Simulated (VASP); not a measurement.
The input files of a VASP run:

### KPOINTS
```
Automatic mesh
0
Gamma
3 3 6
0 0 0
```

INCAR:
```
ALGO = Normal
EDIFF = 1E-6
EDIFFG = -0.02
ENCUT = 400
GGA = PS
IBRION = 2
ISIF = 3
ISMEAR = 0
LASPH = .TRUE.
LCHARG = .FALSE.
LMAXMIX = 4
LREAL = .FALSE.
LWAVE = .FALSE.
NELM = 100
NSW = 60
PREC = Accurate
SIGMA = 0.05
SYSTEM = Mg3ZnTe4
```

File POSCAR:
```
Mg3ZnTe4
1
   -0.0094006814     6.3512766820     6.3670368417
    6.3512766820    -0.0094006814     6.3670368417
    3.1709380003     3.1709380003    -0.0000000000
Zn Te Mg
1 4 3
Direct
  0.0000429907   0.0000429907   0.9999140186
  0.1166646372   0.1166646372   0.2666707256
  0.1210800666   0.6379183830   0.2410015504
  0.6379183830   0.1210800666   0.2410015504
  0.6247410629   0.6247410629   0.2505178742
  0.0007597689   0.4993661547   0.9998740764
  0.4993661547   0.0007597689   0.9998740764
  0.4994269360   0.4994269360   0.0011461279
```

POTCAR, in this order: Zn Te Mg (PBE.64 set). Program: vasp_std.

Translate this PBEsol calculation to Quantum ESPRESSO's pw.x.

One equivalent input (not run):
```
&CONTROL
  calculation = 'vc-relax'
  pseudo_dir = './pseudo'
  outdir = './out'
  tprnfor = .true.
  tstress = .true.
  nstep = 60
  forc_conv_thr = 0.00078
/
&SYSTEM
  ibrav = 0
  nat = 8
  ntyp = 3
  ecutwfc = 84
  occupations = 'smearing'
  smearing = 'gaussian'
  degauss = 0.003675
  input_dft = 'pbesol'
/
&ELECTRONS
  conv_thr = 7.3e-08
  electron_maxstep = 100
/
&IONS
/
&CELL
/
ATOMIC_SPECIES
  Zn 65.380 Zn.upf
  Te 127.600 Te.upf
  Mg 24.305 Mg.upf
CELL_PARAMETERS angstrom
    -0.0094007    6.3512767    6.3670368
     6.3512767   -0.0094007    6.3670368
     3.1709380    3.1709380   -0.0000000
ATOMIC_POSITIONS crystal
  Zn   0.0000430  0.0000430  0.9999140
  Te   0.1166646  0.1166646  0.2666707
  Te   0.1210801  0.6379184  0.2410016
  Te   0.6379184  0.1210801  0.2410016
  Te   0.6247411  0.6247411  0.2505179
  Mg   0.0007598  0.4993662  0.9998741
  Mg   0.4993662  0.0007598  0.9998741
  Mg   0.4994269  0.4994269  0.0011461
K_POINTS automatic
  3 3 6 0 0 0
```
The two are equivalent in intent, not identical: the potentials are each code's own (VASP's PAW set, PseudoDojo norm-conserving files in pw.x), so ENCUT and ecutwfc are chosen apart and not converted; conv_thr bounds pw.x's estimated SCF error, while EDIFF bounds the energy change between steps; forc_conv_thr acts on force components and is met together with etot_conv_thr.

The structure was generated: Mg3ZnTe4 was put into an ordered model structure (Amm2), which need not be its known phase. This run relaxes it. Symmetry was kept, so distortions that lower it aren't found. The start is the result of an earlier pass.
